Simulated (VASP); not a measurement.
Input:

```xyz
1
Lattice="0.0000 1.8604 1.8604 1.8604 0.0000 1.8604 1.8604 1.8604 0.0000" Properties=species:S:1:pos:R:3 pbc="T T T"
Rh     0.0000     0.0000     0.0000
```

Calculation: LDA (Ceperley-Alder, Perdew-Zunger), VASP's LDA PAW potentials (set 64) (plane waves; VASP). Settings: 500 eV cut-off, 17×17×17 Γ-centred mesh, first-order Methfessel-Paxton smearing of 0.10 eV, potentials Rh_pv.

Energy and stress use the plane-wave basis of the starting cell.

The ions, cell shape and volume at an external pressure of 20.0 GPa are relaxed. Which structure does the run end with?

```xyz
1
Lattice="0.0000 1.8444 1.8444 1.8444 0.0000 1.8444 1.8444 1.8444 0.0000" Properties=species:S:1:pos:R:3 pbc="T T T"
Rh     0.0000     1.8444     1.8444
```
Space group Fm-3m (225), at a tolerance of 0.03 Å.

How do energy and volume change from the first to the last step?

The energy (σ→0) changes by +30.5 meV/atom and the volume by -2.6 %, in 4 ionic steps.

```
step  E(σ→0) (eV)  max force (eV/Å)  pressure (GPa)  volume (Å³)
----  -----------  ----------------  --------------  -----------
1         -8.6751             0.000            9.90        12.88
2         -8.3482             0.000           68.54        11.42
3         -8.6461             0.000           19.51        12.56
4         -8.6445             0.000           19.93        12.55
```

The compound is Rh in the fcc structure. This run relaxes it under an external pressure of 20 GPa. Symmetry was kept, so distortions that lower it aren't found.
